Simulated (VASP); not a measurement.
BN (relaxed from the wurtzite structure, space group P6_3mc) relaxed at rising pressure, in one space group throughout; other phases were not tried. The pressures are those reached. Calculation: PBEsol GGA, VASP's PBE PAW potentials (set 64) (plane waves; VASP).

```csv
P (GPa),V (Å³/atom),k-mesh
-0.28,5.884,10×10×5
4.99,5.807,10×10×5
10.00,5.737,10×10×5
19.94,5.609,10×10×6
29.94,5.493,10×10×6
```

A change of mesh leaves a small step in the series.

**Question.** Fit an equation of state and predict the volume at 45.12 GPa.

**Answer.** Least squares on the third-order Birch-Murnaghan form, P = (3B0/2)(y⁷ − y⁵)[1 + (3/4)(B′ − 4)(y² − 1)] with y = (V0/V)^(1/3), gives V0 = 5.880 Å³/atom, B0 = 388 GPa and B′ = 3.7, and so 5.335 Å³/atom. The run gave 5.334 Å³/atom, -0.0 % from the fit.

Pressures at which the relaxation failed are left out.

The structure was generated: BN was put into the wurtzite type (P6_3mc), which need not be its known phase.
